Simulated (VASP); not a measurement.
Here is a VASP 6.6.1 calculation.

The input INCAR:

```
SYSTEM = SiC
PREC = Accurate
ENCUT = 600
EDIFF = 1E-6
ISMEAR = -1
SIGMA = 0.05
LREAL = .False.
LASPH = .True.
NELM = 80
ALGO = Normal
ISIF = 3
LWAVE = .False.
LCHARG = .False.
GGA = PE
IBRION = 2
NSW = 40
EDIFFG = -0.005
PSTRESS = 200
KPAR = 4
```

The input KPOINTS:

```
Automatic mesh
0
Gamma
  8 8 2
  0 0 0
```

Contents of POSCAR:

```
SiC                                     
1.0
    3.0942374816     -0.0000000000      0.0000000000
   -1.5471187408      2.6796882645     -0.0000000000
    0.0000000000      0.0000000000     15.1815899106
  Si              C             
     6     6
Direct
     0.0000000000000000    0.0000000000000000    0.9999545703654319
     0.3333333332999970    0.6666666667000030    0.1666854240551576
     0.6666666667000030    0.3333333332999970    0.3331825249757764
     0.0000000000000000    0.0000000000000000    0.4999545703654318
     0.6666666667000030    0.3333333332999970    0.6666854240551576
     0.3333333332999970    0.6666666667000030    0.8331825249757764
     0.0000000000000000    0.0000000000000000    0.1253135123464974
     0.3333333332999970    0.6666666667000030    0.2916897849702800
     0.6666666667000030    0.3333333332999970    0.4581741832868566
     0.0000000000000000    0.0000000000000000    0.6253135123464977
     0.6666666667000030    0.3333333332999970    0.7916897849702801
     0.3333333332999970    0.6666666667000030    0.9581741832868566
```

Potentials or basis: VASP PAW PBE potentials, release 64 (Si, C).

Run with:

```sh
$ cat potpaw_PBE.64/Si/POTCAR potpaw_PBE.64/C/POTCAR > POTCAR
$ mpirun -np 4 vasp_std > vasp.out
```

Q: What does it give for the relaxed cell?

A: a = 3.013 Å, b = 3.013 Å, c = 14.777 Å, α = 90.00°, β = 90.00°, γ = 120.00°.

Q: Estimate the space group after relaxing (to 0.05 Å).

A: P6_3mc (No. 186).

Q: Predict the band gap on the k mesh.

A: 2.01 eV, indirect (least direct gap 3.12 eV).

Q: What does it give for the relaxed volume?

A: 9.68 Å³/atom.

The path:
| step | energy change (eV) | largest force (eV/Å) | pressure (GPa) | volume (Å³) |
| --- | --- | --- | --- | --- |
| 1 | 0.0000 | 0.0018 | -0.01 | 125.88 |
| 2 | 3.6198 | 0.0741 | 60.70 | 103.49 |
| 3 | 0.5337 | 0.0249 | 19.31 | 116.43 |
| 4 | 0.5642 | 0.0256 | 19.92 | 116.18 |
| 5 | 0.5880 | 0.0260 | 20.39 | 115.99 |
| 6 | 0.5448 | 0.0299 | 19.53 | 116.33 |
| 7 | 0.5687 | 0.0070 | 20.01 | 116.14 |
| 8 | 0.5681 | 0.0071 | 20.00 | 116.14 |
| 9 | 0.5680 | 0.0021 | 19.99 | 116.15 |

Caveat: the cell is relaxed towards a set pressure, so the enthalpy falls and the energy may rise. Expect the measured gap to be larger: semilocal functionals such as PBE lack the derivative discontinuity.
